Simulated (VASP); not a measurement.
Input:

```yaml
crystal:
  lattice:
    - [4.19167, 0.00000, 0.00000]
    - [0.00000, 4.19167, 0.00000]
    - [0.00000, 0.00000, 4.19167]
  atoms:
    - { symbol: Ba, position: [0.00000, 0.00000, 0.00000] }
    - { symbol: Zr, position: [0.50000, 0.50000, 0.50000] }
    - { symbol: O, position: [0.50000, 0.00000, 0.50000] }
    - { symbol: O, position: [0.00000, 0.50000, 0.50000] }
    - { symbol: O, position: [0.50000, 0.50000, 0.00000] }
```

The numbers are results of PW91 GGA, VASP's PBE PAW potentials (set 64) (plane waves; VASP), not measurements. Run with 520 eV cut-off, 5×5×5 Γ-centred mesh, Gaussian smearing of 0.050 eV, potentials Ba_sv Zr_sv O.

Q: Give the stress tensor in GPa (positive for a compressed cell).

A: 
```
4.86  0.00  0.00
0.00  4.86  0.00
0.00  0.00  4.86
```
The pressure is its mean diagonal, 4.86 GPa.

The compound is BaZrO3 in the cubic perovskite structure. This cell is one point of a volume scan, at 0.97 of the reference volume.
